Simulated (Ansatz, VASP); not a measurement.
# P: VASP beside Ansatz, part 2 of 2

Wanted: the spread between two codes on one cell, functional and k mesh. The cell is taken from a series of runs on this material, whose earlier steps may have relaxed, scaled, displaced or heated it; both programs get it as it stands.

VASP 6.6.1 and Ansatz 0.2.0.

So far: Set-up; VASP: zone-centre phonons, PBEsol with D3(BJ).

**3. Ansatz: zone-centre phonons, PBEsol with D3(BJ)**

Level of this step: Ansatz beside VASP: Kohn-Sham DFT, plane waves, PBEsol with D3(BJ) (Ansatz).

Ansatz runs on its PAW soft_1 files.

The same cell, functional, mesh and smearing now go to Ansatz, which takes its cutoff from its data sets.

Contents of input.yaml:

```yaml
crystal:
  lattice:
    - [1.6733750088, -4.9872515882, 0.0]
    - [1.6733750088, 4.9872515882, 0.0]
    - [0.0, 0.0, 3.8733561191]
  atoms:
    - { symbol: P, position: [0.8897198875, 0.1102801125, 0.0589394309] }
    - { symbol: P, position: [0.6102801125, 0.3897198875, 0.5589394309] }
    - { symbol: P, position: [0.1102801125, 0.8897198875, 0.9410605691] }
    - { symbol: P, position: [0.3897198875, 0.6102801125, 0.4410605691] }
kpoints:
  mp_grid: { grid: [12, 12, 12] }
hamiltonian:
  xc: pbesol
  dispersion: d3bj
  pseudopotentials: { kind: paw, azcp: { folder: soft_1 }, xc_functional: pbe }
scf:
  occupations: { method: methfessel_paxton, width: 0.2 }
output:
  eigenvalues: true
phonons:
  method: dfpt
```

On the command line:

```bash
$ ansatz run input.yaml --threads 4 --pin off --max-ram 16384MiB --backend cpu --events-out ev --progress --plain --runs-dir out
```

Numbers of over 12 decimals in the logs are rounded to 6 here.

Output:

```text
zone centre: on kpoints.mp_grid the ground state, and the responses unless they are solved on pairs of k-points, stand on 476 of the mesh's 1728 k-points, reduced under 2 symmetry operations, with k and −k counted as one. Each operation leaves every solved displacement unchanged or reverses it
Engine: ansatz 0.2.0, x86_64-unknown-linux-gnu
Pseudopotentials: kind: paw
Pseudopotential: P, paw, valence charge 5, recommended cutoff 420 eV (normal), soft_1/P.paw.azcp
Functional definition: PBEsol
  exchange = pbesol_x
  correlation = pbesol_c
Crystal: 4 atoms, lattice volume = 64.651 Å³
Basis set: ecut = 420 eV, 1277 PW (Γ), exchange–correlation on 72×72×60 points (8 copies of the dense FFT grid, shifted against one another)
Bands: 14, of which v1, the nominal top of the filled ones, is band 10 counted from 1 (9 counted from 0)
Symmetry: 8 space group operations
k-points: 476 of 1728 (irreducible under 2 space group operations, time reversal used)
Non-local potential: P, projectors of the file, l = 0: 2, l = 1: 2, l = 2: 1
PAW form: soft (Blöchl's): semilocal exchange-correlation on the pseudo side does not see the compensation charge
PAW frozen core: P, regenerated for the run's functional, and the local potential with it (the file was generated under x = pbe(κ = 0.804, μ = 0.219515), c = pbe(β = 0.066725))
PAW one-centre angular grid: P, 110 points (default); XC on 64 Gauss nodes
Initial density: superposition of atomic densities (chi_scale 0.1, normalization cell)
Initial wavefunctions: pseudopotential atomic-orbital guess
Functional: x = pbesol(κ = 0.804, μ = 0.123457), c = pbesol(β = 0.046)
SCF iter   1: F=—  HF=-2961.648632 eV  |F-HF|=—  |Δ(HF+E_count)|=         —  Δρ=3.87e-2  dr2=5.76e-1  ethr=3.10e-3  ⟨swp⟩=7.0  Hψ=49847  notcnv=0
preconditioner: auto → Kerker (q_TF=auto, 2.244 Å⁻¹)  [metal: Δε(μ)=0.013 eV  Ē_g=9.230 eV  σ=0.200 eV  W_gap=0.05  n_scr=12 (ndim 8)  ℏωp=20.7 eV  f_vac=0.000  D(μ)=0.42/eV (n_scr^D=0)]
SCF iter   2: F=—  HF=-2961.543077 eV  |F-HF|=—  |Δ(HF+E_count)|=   1.06e-1  S|Δr|=    0.00e0  Δρ=2.30e-2  dr2=2.13e-1  ethr=2.88e-3  ⟨swp⟩=1.2  Hψ=10634  notcnv=0
SCF iter   3: F=—  HF=-2961.484204 eV  |F-HF|=—  |Δ(HF+E_count)|=   5.89e-2  S|Δr|=    0.00e0  Δρ=1.60e-3  dr2=1.10e-3  ethr=1.06e-3  ⟨swp⟩=2.1  Hψ=9815  notcnv=0
SCF iter   4: F=—  HF=-2961.484452 eV  |F-HF|=—  |Δ(HF+E_count)|=   2.48e-4  S|Δr|=    0.00e0  Δρ=3.91e-4  dr2=1.04e-4  ethr=5.48e-6  ⟨swp⟩=2.2  Hψ=11357  notcnv=0
SCF iter   5: F=—  HF=-2961.484470 eV  |F-HF|=—  |Δ(HF+E_count)|=   1.74e-5  S|Δr|=    0.00e0  Δρ=6.36e-5  dr2=2.43e-6  ethr=5.22e-7  ⟨swp⟩=2.4  Hψ=11511  notcnv=0
SCF iter   6: F=—  HF=-2961.484470 eV  |F-HF|=—  |Δ(HF+E_count)|=   4.18e-7  S|Δr|=    0.00e0  Δρ=9.77e-6  dr2=7.93e-8  ethr=1.21e-8  ⟨swp⟩=2.8  Hψ=11723  notcnv=0
SCF iter   7: F=—  HF=-2961.484470 eV  |F-HF|=—  |Δ(HF+E_count)|=   3.73e-9  S|Δr|=    0.00e0  Δρ=2.06e-6  dr2=6.21e-9  ethr=3.97e-10  ⟨swp⟩=2.6  Hψ=11748  notcnv=0
SCF iter   8: F=—  HF=-2961.484470 eV  |F-HF|=—  |Δ(HF+E_count)|=  6.67e-10  S|Δr|=    0.00e0  Δρ=3.72e-7  dr2=2.40e-10  ethr=3.10e-11  ⟨swp⟩=2.6  Hψ=10323  notcnv=0
SCF iter   9: F=-2961.484470 eV  HF=-2961.484470 eV  |F-HF|=1.82e-12  |Δ(HF+E_count)|=  4.55e-11  S|Δr|=    0.00e0  Δρ=8.84e-8  dr2=5.66e-12  ethr=1.00e-12  ⟨swp⟩=7.7  Hψ=50636  notcnv=0
SCF 1 converged in 9 iterations: F = -2961.484470 eV  dr2 = 5.66e-12
  greatest PAW one-centre occupation: 0.806 electrons in one spin orbital (limit 2), on the P atom at site 3 (counted from 0), in its partial waves of l = 0
DFPT response loops at Γ: preconditioner auto → Kerker (q_TF=auto, 2.244 Å⁻¹) (partly filled bands, converged f_vac=0.000); β = 1.00, the filter's whole step (`scf.mixing.beta` (0.50) is not read by the response loops under this deck's `scf.mixing.preconditioner`; to damp them name `kerker` or `kerker_dos`, under which they read `scf.mixing.beta`, and type it under 1.00, their step now; both keys bind the ground state too); Broyden in place of MSR1
SCF converged after 9 iterations
Stability not checked: this state was not tested for a lower state beside it, because cold or Methfessel-Paxton smearing, or corrected tetrahedra, fill the levels in a way that the test cannot read (fill_not_monotonic; see scf.lower_state_search)
Free energy (F): -2961.484470 eV
Harris-Foulkes:  -2961.484470 eV  (|F-HF|=1.82e-12)
Internal energy: -2961.486098 eV  (E = F + TS)
E sigma→0 (E₀):  -2961.484877 eV
Entropy (-TS):   0.001628 eV (0.407 meV/atom)
Fermi energy:    9.592051 eV
--- Per-component energies (eV) ---
  E_band       = 54.749573
  E_kinetic    = 276.888353
  E_local      = -161.066106  (includes V_loc(G=0)·N_el)
  E_nonlocal   = 130.565681
  E_hartree    = 42.618552
  E_xc         = -290.056920
  E_vxc        = -246.191261  (∫ρ·V_xc dr)
  E_paw        = -2172.661261  (= ΣΔE_a)
  E_vpaw       = -30.684215  (= ΣTr[D̂ρ^β])
  E_aug_tail   = -0.000001  (compensation charges beyond the density's cutoff)
  E_ewald      = -786.561492
  E_disp       = -1.397289  (pairwise vdW)
  E_core_change = 0.184385  (= ΣΔE_core)
  E_smearing   = 0.001628  (= −TS)
  E_closure    = -0.000000  (closes the sum)
  Σ components = -2961.484470   (vs F -2961.484470, Δ=0.00e0)
--- Band table (eV; the first three rows and the last of 476) ---
  k-point 0: bands = [... 6 lower, 5.9493, 6.5858, 6.7703, 8.3782, 10.8185, 11.1960, 11.3776, 13.6464]
  k-point 1: bands = [... 6 lower, 5.2596, 6.6114, 7.4606, 8.1275, 10.6584, 11.4135, 11.7069, 13.2516]
  k-point 2: bands = [... 6 lower, 5.3974, 6.6792, 7.5538, 8.3409, 10.8097, 11.4153, 12.4315, 12.4802]
  k-point 475: bands = [... 6 lower, 7.2447, 7.2447, 8.6426, 8.6426, 10.6063, 10.6063, 11.8087, 11.8087]
--- Phonons (Γ-DFPT): 3 representative perturbations + reference, on 476 of 1728 k-points (Σ response iterations 9) ---
  k mesh reduced under 2 symmetry operations, with k and −k counted as one. Each operation leaves every solved displacement unchanged or reverses it
  ASR residual: 1.783e-5 → 0.000e0 eV/Å²; symmetrization residual: 9.649e-7 eV/Å²
  pairwise dispersion correction: d3bj (s6 = 1.0, s8 = 2.9491, a1 = 0.4466, a2_bohr = 6.1742), with the weights of each atom's references fixed at the reference crystal's, and the forces and stress that the weights' published response gives there kept as a pressure on the atom's counted neighbours (hamiltonian.dispersion)
  ASR residual per site (eV/Å²): 1.78e-5 1.78e-5 1.78e-5 1.78e-5
  Γ frequencies (cm⁻¹): 0.00 0.00 0.00 63.10 168.55 201.39 366.25 371.52 391.73 395.85 414.44 442.79
  non-analytic LO–TO correction: not included (Born effective charges unavailable; polar crystals: no LO–TO splitting at Γ)
```

In the SCF lines HF is the Harris–Foulkes energy and dr2 the Hartree energy of the density residual, in eV; the loop may stop once dr2 is under the threshold and the program's other checks hold. Hψ counts applications of the Hamiltonian.

**4. Comparison**

Known differences besides the potentials themselves: the cutoff is 420 eV in Ansatz and 500 eV in VASP; Ansatz makes its cores anew for this functional, VASP keeps those of its PBE data sets; Ansatz takes the dispersion share of the force constants at frozen C6 weights, VASP differentiates the full forces; VASP uses finite displacements, Ansatz perturbation theory. Total energies have different zeros and are not compared.

Compared:

```csv
quantity,Ansatz,VASP,difference
optical mode 1 (cm⁻¹),63.1,63.5,-0.64 %
optical mode 2 (cm⁻¹),168.6,169.8,-0.75 %
optical mode 3 (cm⁻¹),201.4,202.1,-0.36 %
optical mode 4 (cm⁻¹),366.2,367.2,-0.25 %
optical mode 5 (cm⁻¹),371.5,371.4,+0.02 %
optical mode 6 (cm⁻¹),391.7,391.4,+0.10 %
optical mode 7 (cm⁻¹),395.9,395.6,+0.07 %
optical mode 8 (cm⁻¹),414.4,413.6,+0.19 %
optical mode 9 (cm⁻¹),442.8,442.7,+0.03 %
```

Modes are paired by rising frequency, not by their patterns, so a pair may set unlike modes beside each other; they are those without the splitting of longitudinal modes.

**5. Summary of results**

- r.m.s. difference of the optical zone-centre modes, each program's sorted by frequency (zone-centre phonons, PBEsol with D3(BJ)): 0.67 cm⁻¹
- difference in optical mode 2 (zone-centre phonons, PBEsol with D3(BJ)): -0.8 %

**Reading.** The r.m.s. difference of the optical zone-centre modes, each program's sorted by frequency is 0.67 cm⁻¹ (zone-centre phonons, PBEsol with D3(BJ)). Among the rows given in per cent, the largest difference of the zone-centre phonons, PBEsol with D3(BJ) pair is in optical mode 2, -0.8 %. Such differences can come from data sets, numerical settings and the points named under the comparisons, not from the functional's error against experiment.

[Lines on the potential files, build, host, timing and source positions are cut from VASP's logs without a mark.]

[Logs are printed without paths, hosts, clocks, repeated set-up lines and the standing remarks that a program may print on its own settings, such as how far it seeks lower states.]

[Hosts, paths, dates, database ids (printed as entryN), source tags and the programs' standing remarks are cut or masked in the printed files.]
